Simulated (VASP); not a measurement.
```
Al
1.0
    0.00000     1.99017     1.99017
    1.99017     0.00000     1.99017
    1.99017     1.99017     0.00000
Al
1
Direct
  0.00000   0.00000   0.00000
```

Level of theory: LDA (Ceperley-Alder, Perdew-Zunger), VASP's LDA PAW potentials (set 64) (plane waves; VASP). Run with 400 eV cut-off, 18×18×18 Γ-centred mesh, tetrahedra with Blöchl corrections, potentials Al.

Tabulate the total density of states (states/eV per cell) against energy (eV; zero at the valence-band maximum or, without a gap, the Fermi level).

```
E (eV) | DOS (states/eV)
    -9.98 | ######### 0.13
    -9.75 | ######### 0.14
    -9.52 | ########## 0.15
    -9.28 | ########### 0.17
    -9.05 | ########### 0.17
    -8.81 | ############ 0.18
    -8.58 | ############ 0.19
    -8.34 | ############# 0.20
    -8.11 | ############# 0.21
    -7.88 | ############## 0.22
    -7.76 | ############## 0.22
    -7.52 | ############### 0.23
    -7.29 | ############### 0.23
    -7.05 | ################ 0.24
    -6.82 | ################ 0.25
    -6.58 | ################ 0.25
    -6.35 | ################# 0.26
    -6.12 | ################# 0.27
    -5.88 | ################## 0.28
    -5.65 | ################## 0.28
    -5.41 | ################### 0.29
    -5.18 | #################### 0.31
    -4.94 | ##################### 0.33
    -4.71 | ##################### 0.33
    -4.48 | ################### 0.29
    -4.24 | ################### 0.30
    -4.01 | #################### 0.32
    -3.77 | #################### 0.32
    -3.54 | ####################### 0.35
    -3.30 | ######################## 0.37
    -3.19 | ######################### 0.38
    -2.95 | ######################### 0.38
    -2.72 | ######################## 0.37
    -2.48 | ####################### 0.36
    -2.25 | ###################### 0.33
    -2.01 | ##################### 0.33
    -1.78 | ###################### 0.34
    -1.54 | ###################### 0.34
    -1.31 | ####################### 0.36
    -1.08 | ######################### 0.39
    -0.84 | ########################## 0.41
    -0.61 | ########################## 0.41
    -0.37 | ######################## 0.37
    -0.14 | ###################### 0.35
     0.10 | ######################## 0.37
     0.33 | ########################### 0.41
     0.56 | ########################### 0.41
     0.80 | ########################### 0.42
     1.03 | ########################### 0.43
     1.27 | ########################### 0.41
     1.39 | ########################### 0.41
     1.62 | ########################### 0.42
     1.85 | ########################### 0.42
     2.09 | ########################### 0.42
     2.32 | ############################ 0.44
     2.56 | ############################# 0.45
     2.79 | ############################# 0.45
     3.03 | ############################# 0.45
     3.26 | ############################# 0.45
     3.50 | ############################## 0.47
```
Within 2 eV below the Fermi level the largest weight inside VASP's projection spheres is Al p, then Al s.

The structure comes from a computed database's Al entry (Fm-3m); how it stands against other phases isn't given here. It was relaxed first.
